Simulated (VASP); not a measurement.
```yaml
crystal:
  lattice:
    - [-2.52085, 2.52085, 2.52085]
    - [2.52085, -2.52085, 2.52085]
    - [2.52085, 2.52085, -2.52085]
  atoms:
    - { symbol: K, position: [0.00000, 0.00000, 0.00000] }
```

The numbers are results of LDA (Ceperley-Alder, Perdew-Zunger), VASP's LDA PAW potentials (set 64) (plane waves; VASP 6.6.1), not measurements. Run with 520 eV cut-off, Gaussian smearing of 0.050 eV, potentials K_sv.

Task: Give the energies of bands 5 to 7 at the high-symmetry points, in eV from the Fermi level.

Result: 
```tsv
band	Γ	H	N	P
5	-2.40	1.55	0.36	1.49
6	4.25	1.55	0.78	1.49
7	4.25	3.81	3.08	1.49
```

It has no gap at this level: it comes out as a metal or semimetal.

The compound is K in the bcc structure. It was relaxed first, which changed the volume by -13 %.
